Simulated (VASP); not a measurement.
All values below come from PBEsol GGA, VASP's PBE PAW potentials (set 64) (plane waves; VASP).

The input files of a VASP run:

### INCAR
```
! general
SYSTEM  = TiP
PREC    = Accurate
ENCUT   = 400   ! plane-wave cut-off (eV)
LREAL   = .FALSE.
LASPH   = .TRUE.   ! aspherical one-centre terms
ICHARG  = 11

! electronic loop
EDIFF   = 1E-7   ! SCF stop (eV)
NELM    = 100   ! most electronic steps
ALGO    = Normal   ! blocked Davidson
LMAXMIX = 4   ! l cut-off of mixed one-centre charges

! smearing
ISMEAR  = 0   ! Gaussian
SIGMA   = 0.05

! functional
GGA     = PS   ! PBEsol

! output
LWAVE   = .FALSE.
LCHARG  = .FALSE.
LORBIT  = 11
```

### POSCAR
```
TiP
1
    3.0372437655     0.0000000000     0.0000000000
    0.0000000000     3.0372437655    -0.0000000000
    0.0000000000     0.0000000000     3.0372437655
Ti P
1 1
Direct
  0.0000000000   0.0000000000   0.0000000000
  0.5000000000   0.5000000000   0.5000000000
```

### KPOINTS
```
k-points along high-symmetry lines
15
Line-mode
Reciprocal
  0.000000   0.000000   0.000000 ! GAMMA
  0.000000   0.500000   0.000000 ! X

  0.000000   0.500000   0.000000 ! X
  0.500000   0.500000   0.000000 ! M

  0.500000   0.500000   0.000000 ! M
  0.000000   0.000000   0.000000 ! GAMMA

  0.000000   0.000000   0.000000 ! GAMMA
  0.500000   0.500000   0.500000 ! R

  0.500000   0.500000   0.500000 ! R
  0.000000   0.500000   0.000000 ! X

  0.500000   0.500000   0.500000 ! R
  0.500000   0.500000   0.000000 ! M
```

POTCAR, in this order: Ti_sv P (PBE.64 set). Program: vasp_std. Read from the step before: CHGCAR.

The run wrote:

File OUTCAR:
```
 ion  position               nearest neighbor table
   1  0.000  0.000  0.000-   2 2.63   2 2.63   2 2.63   2 2.63   2 2.63   2 2.63   2 2.63   2 2.63
  LATTYP: Found a simple cubic cell.
 ALAT       =     3.0372437655
 Subroutine PRICEL returns:
 Original cell was already a primitive cell.
 Subroutine GETGRP returns: Found 48 space group operations
The static configuration has the point symmetry O_h .
The dynamic configuration has the point symmetry O_h .
 Subroutine INISYM returns: Found 48 space group operations
   k-points           NKPTS =     90   k-points in BZ     NKDIM =     90   number of bands    NBANDS=     12
   number of dos      NEDOS =    301   number of ions     NIONS =      2
   total plane-waves  NPLWV =   8000
   dimension x,y,z NGX =    20 NGY =   20 NGZ =   20
   dimension x,y,z NGXF=    40 NGYF=   40 NGZF=   40
   ions per type =               1   1
   PREC   = accura    normal or accurate (medium, high low for compatibility)
   ISTART =      0    job   : 0-new  1-cont  2-samecut
   ICHARG =     11    charge: 1-file 2-atom 10-const
   ISPIN  =      1    spin polarized calculation?
   LNONCOLLINEAR =      F non collinear calculations
   LSORBIT =      F    spin-orbit coupling
   INIWAV =      1    electr: 0-lowe 1-rand  2-diag
   ENCUT  =  400.0 eV  29.40 Ry    5.42 a.u.   4.95  4.95  4.95*2*pi/ulx,y,z
   NELM   =    100;   NELMIN=  2; NELMDL= -5     # of ELM steps
...
```

OSZICAR:
```
       N       E                     dE             d eps       ncg     rms          rms(c)
DAV:   1     0.103772300676E+03    0.10377E+03   -0.74747E+03  2160   0.130E+03
DAV:   2    -0.840744618674E+01   -0.11218E+03   -0.10856E+03  2216   0.336E+02
DAV:   3    -0.153825380335E+02   -0.69751E+01   -0.66147E+01  3172   0.805E+01
DAV:   4    -0.156183350872E+02   -0.23580E+00   -0.23406E+00  2772   0.128E+01
DAV:   5    -0.156280102119E+02   -0.96751E-02   -0.96655E-02  3116   0.216E+00
DAV:   6    -0.156281810413E+02   -0.17083E-03   -0.17081E-03  2780   0.246E-01
DAV:   7    -0.156281863628E+02   -0.53215E-05   -0.53209E-05  3224   0.336E-02
DAV:   8    -0.156281864518E+02   -0.89007E-07   -0.90192E-07  2472   0.391E-03
   1 F= -.15628186E+02 E0= -.15626940E+02  d E =-.249348E-02
```

File OUTCAR:
```
 val. band max:       10.7867641015   @ k =   0.2857   0.5000   0.2857

 cond. band min:      10.8249716677   @ k =   0.0000   0.0714   0.0000



 k-point     1 :       0.0000    0.0000    0.0000
  band No.  band energies     occupation
      1     -46.1560      2.00000
      2     -22.4281      2.00000
      3     -22.4281      2.00000
      4     -22.4281      2.00000
      5      -3.0362      2.00000
      6       8.5994      2.00000
      7       8.5994      2.00000
      8      11.0436      0.00000
      9      11.0436      0.00000
     10      11.0436      0.00000
     11      12.4159      0.00000
     12      12.4159      0.00000

 k-point     2 :       0.0000    0.0357    0.0000
  band No.  band energies     occupation
      1     -46.1557      2.00000
      2     -22.4318      2.00000
      3     -22.4278      2.00000
      4     -22.4278      2.00000
      5      -3.0167      2.00000
      6       8.5357      2.00000
      7       8.6108      2.00000
      8      10.9814      0.00000
      9      10.9814      0.00000
     10      11.0383      0.00000
     11      12.4204      0.00000
     12      12.4898      0.00000

 k-point     3 :       0.0000    0.0714    0.0000
  band No.  band energies     occupation
      1     -46.1547      2.00000
      2     -22.4426      2.00000
      3     -22.4268      2.00000
      4     -22.4268      2.00000
      5      -2.9585      2.00000
      6       8.3430      2.00000
      7       8.6446      2.00000
      8      10.8250      0.72850
      9      10.8250      0.72850
     10      11.0394      0.00000
     11      12.4303      0.00000
     12      12.6813      0.00000

 k-point     4 :       0.0000    0.1071    0.0000
  band No.  band energies     occupation
      1     -46.1531      2.00000
      2     -22.4600      2.00000
      3     -22.4252      2.00000
      4     -22.4252      2.00000
      5      -2.8623      2.00000
      6       8.0239      2.00000
      7       8.7001      2.00000
...
```

The density is held fixed in this step, so its total energy and stress have no physical meaning.

The structure was generated: TiP was put into the CsCl type type (Pm-3m), which need not be its known phase. It was relaxed first, which changed the volume by -33 %. The electron count is odd and the run is not spin-polarised, which forces a metal.
